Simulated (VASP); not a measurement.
Computed with PBE GGA, VASP's PBE PAW potentials (set 64) (plane waves; VASP).

The input files of a VASP run:

### POSCAR
```
Al atom
1
   12.0000000000     0.0000000000     0.0000000000
    0.0000000000    12.5000000000     0.0000000000
    0.0000000000     0.0000000000    13.0000000000
Al
1
Direct
  0.0000000000   0.0000000000   0.0000000000
```

### INCAR
```
ALGO  =  All
EDIFF  =  1E-6
ENCUT  =  520
GGA  =  PE
ISMEAR  =  0
ISPIN  =  2
ISYM  =  0
LASPH  =  .TRUE.
LCHARG  =  .FALSE.
LORBIT  =  10
LREAL  =  .FALSE.
LWAVE  =  .FALSE.
MAGMOM  =  1
NELM  =  200
NUPDOWN  =  1
PREC  =  Normal
SIGMA  =  0.01
SYSTEM  =  Al atom
```

**KPOINTS**
```
Automatic mesh
0
Gamma
  1 1 1
```

POTCAR, in this order: Al (PBE.64 set). Program: vasp_gam. Read from the step before: WAVECAR.

Output of the run:

### OUTCAR
```
 ion  position               nearest neighbor table
   1  0.000  0.000  0.000-
 Subroutine IBZKPT returns following result:
 Found      1 irreducible k-points:

 Following reciprocal coordinates:
            Coordinates               Weight
  0.000000  0.000000  0.000000      1.000000
   k-points           NKPTS =      1   k-points in BZ     NKDIM =      1   number of bands    NBANDS=      6
   number of dos      NEDOS =    301   number of ions     NIONS =      1
   total plane-waves  NPLWV = 392000
   dimension x,y,z NGX =    70 NGY =   70 NGZ =   80
   dimension x,y,z NGXF=   140 NGYF=  140 NGZF=  160
   ions per type =               1
   PREC   = normal    normal or accurate (medium, high low for compatibility)
   ISTART =      1    job   : 0-new  1-cont  2-samecut
   ICHARG =      0    charge: 1-file 2-atom 10-const
   ISPIN  =      2    spin polarized calculation?
   LNONCOLLINEAR =      F non collinear calculations
   LSORBIT =      F    spin-orbit coupling
   INIWAV =      1    electr: 0-lowe 1-rand  2-diag
   ENCUT  =  520.0 eV  38.22 Ry    6.18 a.u.  22.31 23.24 24.17*2*pi/ulx,y,z
   NELM   =    200;   NELMIN=  2; NELMDL=  0     # of ELM steps
   EDIFF  = 0.1E-05   stopping-criterion for ELM
   LREAL  =      F    real-space projection
   NLSPLINE    = F    spline interpolate recip. space projectors
   LMAXMIX     =    2 max onsite mixed and CHGCAR
   VOSKOWN=      0    Vosko Wilk Nusair interpolation
   EDIFFG = 0.1E-04   stopping-criterion for IOM
   NSW    =      0    number of steps for IOM
   NBLOCK =      1;   KBLOCK =      1    inner block; outer block
   IBRION =     -1    ionic relax: 0-MD 1-quasi-New 2-CG
   NFREE  =      0    steps in history (QN), initial steepest desc. (CG)
   ISIF   =      2    stress and relaxation
   ISYM   =      0    0-nonsym 1-usesym 2-fastsym
   TEIN   =    0.0    initial temperature
   TEBEG  =    0.0;   TEEND  =   0.0 temperature during run
   SMASS  =  -3.00    Nose mass-parameter (am)
   PSTRESS=    0.0 pullay stress
   NELECT =       3.0000    total number of electrons
   EFERMI =   0.00;   METHOD = LEGACY
   ISMEAR =     0;   SIGMA  =   0.01  broadening in eV -4-tet -1-fermi 0-gaus
   IALGO  =     58    algorithm
   LDIAG  =      T    sub-space diagonalisation (order eigenvalues)
   IMIX   =      4    mixing-type and parameters
     AMIX     =   0.40;   BMIX     =  1.00
     AMIX_MAG =   1.60;   BMIX_MAG =  1.00
     AMIN     =   0.10
   GGA     = PE    functional components
   VOSKOWN =     0    Vosko Wilk Nusair interpolation
   LHFCALC =     F    Hartree Fock is set to
   LHFONE  =     F    Hartree Fock one center treatment
   AEXX    =    0.0000 exact exchange contribution
   IVDW    =     0    specifies the selected vdW correction
   LEPSILON=     F    determine dielectric tensor
   LRPA    =     F    only Hartree local field effects (RPA)
  energy-cutoff  :      520.00
  volume of cell :     1950.00
      direct lattice vectors                 reciprocal lattice vectors
    12.000000000  0.000000000  0.000000000     0.083333333  0.000000000  0.000000000
     0.000000000 12.500000000  0.000000000     0.000000000  0.080000000  0.000000000
     0.000000000  0.000000000 13.000000000     0.000000000  0.000000000  0.076923077
 k-point     1 :   0.0000 0.0000 0.0000  plane waves:   26244
 maximum number of plane-waves:     26244
```

**OSZICAR**
```
       N       E                     dE             d eps       ncg     rms           ort
SDA:   1    -0.242608309201E+00   -0.24261E+00    0.00000E+00     6   0.211E-07   0.000E+00
SDA:   2    -0.242608718015E+00   -0.40881E-06   -0.40882E-06     6   0.105E-04  -0.356E-06
SDA:   3    -0.279482961071E+00   -0.36874E-01   -0.37053E-01     6   0.632E-01  -0.342E-03
CGA:   4    -0.306461285670E+00   -0.26978E-01   -0.23932E-01     6   0.996E-02  -0.164E-02
CGA:   5    -0.310631195205E+00   -0.41699E-02   -0.42411E-02     6   0.213E-02  -0.149E-04
SDA:   6    -0.311396318449E+00   -0.76512E-03   -0.12878E-01     6   0.142E-02  -0.974E-03
CGA:   7    -0.311816155872E+00   -0.41984E-03   -0.41918E-03     6   0.107E-03   0.622E-06
CGA:   8    -0.311866851478E+00   -0.50696E-04   -0.50705E-04     6   0.246E-04  -0.143E-06
CGA:   9    -0.311878667118E+00   -0.11816E-04   -0.11817E-04     6   0.294E-05   0.121E-07
CGA:  10    -0.311880393530E+00   -0.17264E-05   -0.17269E-05     6   0.105E-05  -0.415E-08
CGA:  11    -0.311880888673E+00   -0.49514E-06   -0.49516E-06     6   0.166E-06   0.561E-09
   1 F= -.31188089E+00 E0= -.31188089E+00  d E =-.187435E-15  mag=     1.0000
```

OUTCAR:
```
------------------------ aborting loop because EDIFF is reached ----------------------------------------
  FORCE on cell =-STRESS in cart. coord.  units (eV):
  Direction    XX          YY          ZZ          XY          YZ          ZX
  --------------------------------------------------------------------------------------
  Total       -0.0007530     -0.0004140      0.0077536      0.0000007      0.0000335     -0.0000281
  in kB       -0.0006187     -0.0003402      0.0063706      0.0000006      0.0000275     -0.0000231
  external PRESSURE =       0.0018039 kB  Pullay stress =       0.0000000 kB
  volume of cell :     1950.00
      direct lattice vectors                 reciprocal lattice vectors
    12.000000000  0.000000000  0.000000000     0.083333333  0.000000000  0.000000000
     0.000000000 12.500000000  0.000000000     0.000000000  0.080000000  0.000000000
     0.000000000  0.000000000 13.000000000     0.000000000  0.000000000  0.076923077
 POSITION                                       TOTAL-FORCE (eV/Angst)
 -----------------------------------------------------------------------------------
      0.00000      0.00000      0.00000        -0.000000      0.000000     -0.000000
 -----------------------------------------------------------------------------------
    total drift:                               -0.000000      0.000000     -0.000000
  FREE ENERGIE OF THE ION-ELECTRON SYSTEM (eV)
  ---------------------------------------------------
  free  energy   TOTEN  =        -0.3118808887 eV

  energy  without entropy=       -0.3118808887  energy(sigma->0) =       -0.31188089

 total charge

# of ion       s       p       d       tot
------------------------------------------
    1        0.617   0.143   0.000   0.760

 magnetization (x)

# of ion       s       p       d       tot
------------------------------------------
    1       -0.005   0.143   0.000   0.139
```
(Selected blocks of OUTCAR.)

File OUTCAR:
```
 val. band max:       -2.9601481670   @ k =   0.0000   0.0000   0.0000

 cond. band min:      -2.6281356793   @ k =   0.0000   0.0000   0.0000


 Fermi energy:        -2.8915454033

 spin component 1

 k-point     1 :       0.0000    0.0000    0.0000
  band No.  band energies     occupation
      1      -7.7780      1.00000
      2      -2.9601      1.00000
      3      -2.6281      0.00000
      4      -2.6278      0.00000
      5      -0.4354      0.00000
      6       0.5179      0.00000

 Fermi energy:        -7.1301116841

 spin component 2

 k-point     1 :       0.0000    0.0000    0.0000
  band No.  band energies     occupation
      1      -7.1852      1.00000
      2      -2.3631      0.00000
      3      -2.3624      0.00000
      4      -1.5569      0.00000
      5      -0.0855      0.00000
      6       0.8117      0.00000
```

The atom may not be in its lowest state.

The cell is a free atom in a box.
